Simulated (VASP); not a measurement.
Output of a VASP run:

OSZICAR:
```
       N       E                     dE             d eps       ncg     rms          rms(c)
DAV:   1     0.712834663760E+02    0.71283E+02   -0.10082E+04  6256   0.158E+03
DAV:   2    -0.646368599815E+02   -0.13592E+03   -0.13287E+03  7220   0.393E+02
DAV:   3    -0.687102991543E+02   -0.40734E+01   -0.40413E+01  7503   0.631E+01
DAV:   4    -0.687502318655E+02   -0.39933E-01   -0.39920E-01  6945   0.654E+00
DAV:   5    -0.687505494732E+02   -0.31761E-03   -0.31755E-03  7303   0.610E-01    0.336E+01
DAV:   6    -0.612719081154E+02    0.74786E+01   -0.89841E+00  6920   0.375E+01    0.611E+00
DAV:   7    -0.615326198397E+02   -0.26071E+00   -0.41844E-01  6425   0.716E+00    0.492E+00
DAV:   8    -0.614809621142E+02    0.51658E-01   -0.20504E-01  6375   0.527E+00    0.104E+00
DAV:   9    -0.616071087029E+02   -0.12615E+00   -0.12524E-01  6415   0.347E+00    0.689E-01
DAV:  10    -0.616126737079E+02   -0.55650E-02   -0.44518E-03  6675   0.636E-01    0.453E-01
DAV:  11    -0.616130230290E+02   -0.34932E-03   -0.19740E-03  7255   0.339E-01    0.314E-01
DAV:  12    -0.616131403970E+02   -0.11737E-03   -0.21088E-03  7175   0.371E-01    0.105E-01
DAV:  13    -0.616131558167E+02   -0.15420E-04   -0.65713E-05  6455   0.876E-02    0.998E-02
DAV:  14    -0.616132148293E+02   -0.59013E-04   -0.68004E-05  7165   0.660E-02    0.319E-02
DAV:  15    -0.616132679580E+02   -0.53129E-04   -0.75124E-05  6450   0.798E-02    0.960E-03
DAV:  16    -0.616132669596E+02    0.99843E-06   -0.18034E-06  7440   0.134E-02    0.974E-03
DAV:  17    -0.616132672310E+02   -0.27147E-06   -0.66523E-08  3355   0.269E-03    0.760E-03
DAV:  18    -0.616132674253E+02   -0.19425E-06   -0.33464E-07  5815   0.529E-03    0.883E-04
DAV:  19    -0.616132677175E+02   -0.29218E-06   -0.27476E-08  3145   0.176E-03    0.579E-04
DAV:  20    -0.616132674477E+02    0.26981E-06   -0.53333E-09  3140   0.922E-04    0.352E-04
DAV:  21    -0.616132675221E+02   -0.74403E-07   -0.71885E-10  3145   0.351E-04
   1 F= -.61613268E+02 E0= -.61613268E+02  d E =0.000000E+00
       N       E                     dE             ncg
```

OUTCAR:
```
------------------------ aborting loop because EDIFF is reached ----------------------------------------
  FORCE on cell =-STRESS in cart. coord.  units (eV):
  Direction    XX          YY          ZZ          XY          YZ          ZX
  --------------------------------------------------------------------------------------
  Total       -0.0062329     -0.0062329      0.0356807      0.0000000     -0.0000000     -0.0000000
  in kB       -0.4771640     -0.4771640      2.7315661      0.0000000     -0.0000000     -0.0000000
  external PRESSURE =       0.5924127 kB  Pullay stress =       0.0000000 kB
  volume of cell :       20.93
      direct lattice vectors                 reciprocal lattice vectors
     1.458529019 -2.526246441  0.000000000     0.342811143 -0.197922100  0.000000000
     1.458529019  2.526246441  0.000000000     0.342811143  0.197922100  0.000000000
     0.000000000  0.000000000  2.839956268     0.000000000  0.000000000  0.352118098
 POSITION                                       TOTAL-FORCE (eV/Angst)
 -----------------------------------------------------------------------------------
      0.00000      0.00000      0.00000        -0.000000      0.000000      0.000000
      1.45853      0.84208      1.41998         0.000000      0.000000      0.000000
 -----------------------------------------------------------------------------------
    total drift:                                0.000000     -0.000388      0.000000
  FREE ENERGIE OF THE ION-ELECTRON SYSTEM (eV)
  ---------------------------------------------------
  free  energy   TOTEN  =       -61.6132675221 eV

  energy  without entropy=      -61.6132675221  energy(sigma->0) =      -61.61326752

 total charge

# of ion       s       p       d       tot
------------------------------------------
    1        2.339   6.425   3.364  12.129
    2        0.870   1.567   0.000   2.437
--------------------------------------------------
tot          3.209   7.993   3.364  14.566
```
(Selected blocks of OUTCAR.)

### POSCAR
```
WC
1
    1.4585290190    -2.5262464408     0.0000000000
    1.4585290190     2.5262464408    -0.0000000000
    0.0000000000     0.0000000000     2.8399562685
W C
1 1
Direct
  0.0000000000   0.0000000000   0.0000000000
  0.3333330000   0.6666670000   0.5000000000
```

Q: Write an INCAR and KPOINTS that could have produced this output.

A: One answer among several that fit: the input of the run itself, r2SCAN meta-GGA, plane waves, VASP's PBE PAW potentials (set 64).

### KPOINTS_OPT
```
k-points along high-symmetry lines
6
Line-mode
Reciprocal
  0.000000   0.000000   0.000000 ! GAMMA
  0.500000  -0.000000   0.000000 ! M

  0.500000  -0.000000   0.000000 ! M
  0.333333   0.333333   0.000000 ! K

  0.333333   0.333333   0.000000 ! K
  0.000000   0.000000   0.000000 ! GAMMA

  0.000000   0.000000   0.000000 ! GAMMA
  0.000000   0.000000   0.500000 ! A

  0.000000   0.000000   0.500000 ! A
  0.500000  -0.000000   0.500000 ! L

  0.500000  -0.000000   0.500000 ! L
  0.333333   0.333333   0.500000 ! H

  0.333333   0.333333   0.500000 ! H
  0.000000   0.000000   0.500000 ! A

  0.500000  -0.000000   0.500000 ! L
  0.500000  -0.000000   0.000000 ! M

  0.333333   0.333333   0.500000 ! H
  0.333333   0.333333   0.000000 ! K
```

KPOINTS:
```
Automatic
0
Gamma
  16 16 14
0 0 0
```

**INCAR**
```
METAGGA = R2SCAN
LMIXTAU = T
EDIFF = 1E-7   ! SCF stop (eV)
PREC = Accurate
NELM = 100   ! most electronic steps
ALGO = Normal   ! blocked Davidson
SYSTEM = WC
LWAVE = F
LORBIT = 11   ! lm-projected
LREAL = F
LCHARG = F
LMAXMIX = 6   ! l cut-off of mixed one-centre charges
ISMEAR = -5   ! tetrahedra, Bloechl
NEDOS = 601   ! DOS grid
LASPH = T
ENCUT = 520
ISIF = 2   ! forces and stress, cell fixed
```

POTCAR, in this order: W_sv C (PBE.64 set). Program: vasp_std.

For a metal the tetrahedron method with Blöchl corrections gives inexact stress and forces.

The compound is WC in the wc structure. It was relaxed first.
